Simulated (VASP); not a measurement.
Calculation: r2SCAN meta-GGA, VASP's PBE PAW potentials (set 64) (plane waves; VASP).

VASP ran on this input.

### INCAR
```
SYSTEM = CoAl
PREC = Accurate
ENCUT = 480
EDIFF = 1E-7
NELM = 100
ALGO = Normal
LREAL = .FALSE.
LASPH = .TRUE.
ISMEAR = 1
SIGMA = 0.1
METAGGA = R2SCAN
LMIXTAU = .TRUE.
LMAXMIX = 4
LWAVE = .FALSE.
LCHARG = .FALSE.
ISIF = 2
```

### KPOINTS
```
Automatic mesh
0
Gamma
12 12 12
0 0 0
```

POSCAR:
```
CoAl
1
    2.8205296959     0.0000000000     0.0000000000
    0.0000000000     2.8205296959    -0.0282052970
    0.0000000000    -0.0282052970     2.8205296959
Al Co
1 1
Direct
  0.5000000000   0.5000000000   0.5000000000
  0.0000000000   0.0000000000   0.0000000000
```

POTCAR, in this order: Al Co (PBE.64 set). Program: vasp_std.

Output

OSZICAR:
```
       N       E                     dE             d eps       ncg     rms          rms(c)
DAV:   1     0.271272285641E+02    0.27127E+02   -0.53232E+03  6076   0.124E+03
DAV:   2    -0.229587096338E+02   -0.50086E+02   -0.47574E+02  6052   0.197E+02
DAV:   3    -0.242919366717E+02   -0.13332E+01   -0.13232E+01  7146   0.426E+01
DAV:   4    -0.243159270899E+02   -0.23990E-01   -0.23979E-01  7402   0.505E+00
DAV:   5    -0.243167538284E+02   -0.82674E-03   -0.82670E-03  7178   0.920E-01    0.140E+01
DAV:   6    -0.257797417236E+02   -0.14630E+01   -0.80599E+01  6618   0.145E+02    0.184E+01
DAV:   7    -0.210529310688E+02    0.47268E+01   -0.32709E+01  6660   0.839E+01    0.210E+00
DAV:   8    -0.210918406981E+02   -0.38910E-01   -0.43200E-01  6972   0.823E+00    0.202E+00
DAV:   9    -0.210782619705E+02    0.13579E-01   -0.27995E-01  6770   0.924E+00    0.748E-01
DAV:  10    -0.210691347884E+02    0.91272E-02   -0.46686E-02  6746   0.378E+00    0.170E-01
DAV:  11    -0.210739409614E+02   -0.48062E-02   -0.32323E-03  6512   0.742E-01    0.116E-01
DAV:  12    -0.210739628770E+02   -0.21916E-04   -0.80966E-05  8368   0.950E-02    0.228E-02
DAV:  13    -0.210739666909E+02   -0.38138E-05   -0.84291E-06  6382   0.384E-02    0.359E-03
DAV:  14    -0.210739676530E+02   -0.96211E-06   -0.27403E-06  6246   0.216E-02    0.370E-03
DAV:  15    -0.210739678131E+02   -0.16008E-06   -0.83625E-07  6514   0.108E-02    0.158E-03
DAV:  16    -0.210739678096E+02    0.34890E-08   -0.42464E-08  3270   0.307E-03
   1 F= -.21073968E+02 E0= -.21074047E+02  d E =0.238909E-03
```

File OUTCAR:
```
------------------------ aborting loop because EDIFF is reached ----------------------------------------
  FORCE on cell =-STRESS in cart. coord.  units (eV):
  Direction    XX          YY          ZZ          XY          YZ          ZX
  --------------------------------------------------------------------------------------
  Total        0.0439901      0.0401614      0.0401614      0.0000000      0.4535491      0.0000000
  in kB        3.1413543      2.8679451      2.8679451      0.0000000     32.3881597      0.0000000
  external PRESSURE =       2.9590815 kB  Pullay stress =       0.0000000 kB
  volume of cell :       22.44
      direct lattice vectors                 reciprocal lattice vectors
     2.820529696  0.000000000  0.000000000     0.354543333  0.000000000  0.000000000
     0.000000000  2.820529696 -0.028205297     0.000000000  0.354578791  0.003545788
     0.000000000 -0.028205297  2.820529696     0.000000000  0.003545788  0.354578791
 POSITION                                       TOTAL-FORCE (eV/Angst)
 -----------------------------------------------------------------------------------
      1.41026      1.39616      1.39616         0.000000      0.000000      0.000000
      0.00000      0.00000      0.00000         0.000000     -0.000000      0.000000
 -----------------------------------------------------------------------------------
    total drift:                               -0.000000      0.000000     -0.000000
  FREE ENERGIE OF THE ION-ELECTRON SYSTEM (eV)
  ---------------------------------------------------
  free  energy   TOTEN  =       -21.0739678096 eV

  energy  without entropy=      -21.0742067185  energy(sigma->0) =      -21.07404745
```
(Selected blocks of OUTCAR.)

The compound is CoAl in the CsCl type structure. This cell was strained or had an atom moved on purpose. The run is not spin-polarised, so no magnetic state was tried.
